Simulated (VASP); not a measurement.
Energy against volume of Mg3Sb2 (a-la2o3). Method: PW91 GGA, VASP's PBE PAW potentials (set 64) (plane waves; VASP). Numerical set-up: 520 eV cut-off, 6×6×3 Γ-centred mesh, Gaussian smearing of 0.050 eV, potentials Mg Sb.

Shape and ions are relaxed at each volume.

| V (Å³/atom) | E (eV/atom) |
|---|---|
| 25.842 | -2.93982 |
| 26.642 | -2.94322 |
| 27.441 | -2.94027 |
| 28.240 | -2.93194 |

Question: Fit these four points and predict the energy of the run at 25.043 Å³/atom.

Answer: A cubic in V^(−2/3), the third-order Birch-Murnaghan form, passes through the four points with V0 = 26.65 Å³/atom and B0 = 42 GPa, and gives -2.9289 eV/atom there. The run gave -2.9290 eV/atom, -0.1 meV/atom from the fit; all five points give B0 = 42 GPa.

The compound is Mg3Sb2 in the a-la2o3 structure. It was relaxed first.
